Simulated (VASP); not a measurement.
Computed with PBEsol GGA, VASP's PBE PAW potentials (set 64) (plane waves; VASP).

VASP ran on this input.

INCAR:
```
ISMEAR = 0   # Gaussian
ENCUT = 300
LCHARG = F
NELM = 100
EDIFF = 1E-6   # SCF stop (eV)
ALGO = Normal
LASPH = T   # aspherical one-centre terms
LREAL = F   # projection in real space or not
LMAXMIX = 6
PREC = Accurate
LWAVE = F
SYSTEM = Hf5Sc
SIGMA = 0.1
ISIF = 2
GGA = PS
```

KPOINTS:
```
Automatic mesh
0
Gamma
  5 5 5
```

**POSCAR**
```
Hf5Sc
11.122940
  0.5000000000   0.0000000000   0.0000000000
 -0.2500000000   0.4330126747   0.0000000000
  0.0000000000   0.0000000000   0.4517240945
Hf Sc
5 1
Cart
  0.3337192500   0.0002446522   0.0019848757
  0.0832915000   0.1520454725   0.0012539861
 -0.1619667500   0.2785912616   0.0012950930
  0.0017567500   0.2915340105   0.2250367473
  0.2460742500   0.1466635580   0.2267578161
 -0.0028752500  -0.0030531724   0.2212571718
```

POTCAR, in this order: Hf_pv Sc_sv (PBE.64 set). Program: vasp_std.

Output

**OUTCAR**
```
 ion  position               nearest neighbor table
   1  0.668  0.001  0.004-   6 3.04   4 3.08   3 3.10   2 3.13   4 3.13   5 3.14   5 3.16   6 3.16
                             3 3.23   2 3.25   2 3.26   3 3.31
   2  0.342  0.351  0.003-   3 3.07   4 3.07   5 3.09   5 3.10   4 3.11   1 3.13   6 3.14   3 3.16
                             6 3.25   1 3.25   1 3.26   3 3.41
   3  0.998  0.643  0.003-   2 3.07   5 3.08   4 3.09   5 3.09   1 3.10   4 3.13   6 3.14   2 3.16
                             1 3.23   6 3.24   1 3.31   2 3.41
   4  0.340  0.673  0.498-   2 3.07   1 3.08   3 3.09   2 3.11   3 3.13   1 3.13   6 3.13   5 3.16
                             5 3.21   6 3.22   5 3.27   6 3.28
   5  0.662  0.339  0.502-   3 3.08   3 3.09   2 3.09   2 3.10   1 3.14   6 3.15   1 3.16   4 3.16
                             4 3.21   6 3.23   6 3.25   4 3.27
   6  0.991  0.993  0.490-   1 3.04   4 3.13   3 3.14   2 3.14   5 3.15   1 3.16   4 3.22   5 3.23
                             3 3.24   2 3.25   5 3.25   4 3.28
  LATTYP: Found a hexagonal cell.
 ALAT       =     5.5614700000
 C/A-ratio  =     0.9034481891
 Subroutine PRICEL returns:
 Original cell was already a primitive cell.
 Subroutine GETGRP returns: Found  1 space group operations
The static configuration has the point symmetry C_1 .
The dynamic configuration has the point symmetry C_1 .
 Subroutine INISYM returns: Found  1 space group operations
 Subroutine IBZKPT returns following result:
 Found     63 irreducible k-points:

 Following reciprocal coordinates:
            Coordinates               Weight
  0.000000  0.000000  0.000000      1.000000
  0.200000  0.000000  0.000000      2.000000
  0.000000  0.200000  0.000000      2.000000
 -0.200000  0.200000  0.000000      2.000000
  0.400000  0.000000  0.000000      2.000000
  0.000000  0.400000  0.000000      2.000000
 -0.400000  0.400000  0.000000      2.000000
  0.200000  0.200000  0.000000      2.000000
 -0.200000  0.400000  0.000000      2.000000
 -0.400000  0.200000  0.000000      2.000000
  0.400000  0.200000  0.000000      2.000000
 -0.200000 -0.400000  0.000000      2.000000
  0.400000  0.400000  0.000000      2.000000
...
```

File OSZICAR:
```
       N       E                     dE             d eps       ncg     rms          rms(c)
DAV:   1     0.372354875896E+03    0.37235E+03   -0.24685E+04  4688   0.109E+03
DAV:   2    -0.195773437391E+02   -0.39193E+03   -0.38685E+03  4552   0.415E+02
DAV:   3    -0.585003903195E+02   -0.38923E+02   -0.36877E+02  7136   0.894E+01
DAV:   4    -0.617748053264E+02   -0.32744E+01   -0.30822E+01  6944   0.201E+01
DAV:   5    -0.619680934359E+02   -0.19329E+00   -0.18173E+00  6520   0.377E+00    0.103E+02
DAV:   6    -0.597428450805E+02    0.22252E+01   -0.62222E+00  6520   0.158E+01    0.547E+01
DAV:   7    -0.596105536045E+02    0.13229E+00   -0.90250E+00  6712   0.145E+01    0.142E+01
DAV:   8    -0.590539994349E+02    0.55655E+00   -0.24403E+00  6728   0.862E+00    0.517E+00
DAV:   9    -0.590499554417E+02    0.40440E-02   -0.18962E-01  6928   0.176E+00    0.141E+00
DAV:  10    -0.590422134292E+02    0.77420E-02   -0.61481E-02  6480   0.171E+00    0.143E+00
DAV:  11    -0.590417844478E+02    0.42898E-03   -0.33504E-03  7048   0.463E-01    0.165E-01
DAV:  12    -0.590417943273E+02   -0.98795E-05   -0.41078E-04  6580   0.144E-01    0.890E-02
DAV:  13    -0.590417865272E+02    0.78001E-05   -0.55890E-05  7280   0.481E-02    0.580E-02
DAV:  14    -0.590417829655E+02    0.35617E-05   -0.25917E-05  5920   0.259E-02    0.122E-02
DAV:  15    -0.590417823088E+02    0.65670E-06   -0.22121E-06  4256   0.109E-02
   1 F= -.59041782E+02 E0= -.59030496E+02  d E =-.225722E-01
```

**OUTCAR**
```
------------------------ aborting loop because EDIFF is reached ----------------------------------------
  FORCE on cell =-STRESS in cart. coord.  units (eV):
  Direction    XX          YY          ZZ          XY          YZ          ZX
  --------------------------------------------------------------------------------------
  Total       -2.7627846     -3.0720317     -2.5186935      0.0641609     -0.0058904      0.0339849
  in kB      -32.8893244    -36.5707298    -29.9835637      0.7637974     -0.0701221      0.4045698
  external PRESSURE =     -33.1478726 kB  Pullay stress =       0.0000000 kB
  volume of cell :      134.59
      direct lattice vectors                 reciprocal lattice vectors
     5.561470000  0.000000000  0.000000000     0.179808576  0.103812536  0.000000000
    -2.780735000  4.816374000  0.000000000     0.000000000  0.207625072  0.000000000
     0.000000000  0.000000000  5.024500000     0.000000000  0.000000000  0.199024779
 POSITION                                       TOTAL-FORCE (eV/Angst)
 -----------------------------------------------------------------------------------
      3.71194      0.00272      0.02208        -0.441473     -0.019537     -0.172861
      0.92645      1.69119      0.01395         0.288676     -0.527159     -0.071779
      3.75992      3.09875      0.01441        -0.122828      0.708992     -0.076308
      0.01954      3.24272      2.50307        -0.322754     -0.133073      0.125816
      2.73707      1.63133      2.52221         0.300580     -0.347337     -0.049548
      2.74875      4.78241      2.46103         0.297799      0.318114      0.244680
 -----------------------------------------------------------------------------------
    total drift:                               -0.000404     -0.000057     -0.000316
  FREE ENERGIE OF THE ION-ELECTRON SYSTEM (eV)
  ---------------------------------------------------
  free  energy   TOTEN  =       -59.0417823088 eV

  energy  without entropy=      -59.0192101198  energy(sigma->0) =      -59.03049621
```
(Selected blocks of OUTCAR.)

At this cut-off the stress carries a Pulay error, which pulls relaxed volumes low.

The structure comes from a computed database's Hf5Sc entry (P-62m); how it stands against other phases isn't given here. The cell was not relaxed at this level, atoms are displaced from their ideal sites. The electron count is odd and the run is not spin-polarised, which forces a metal.
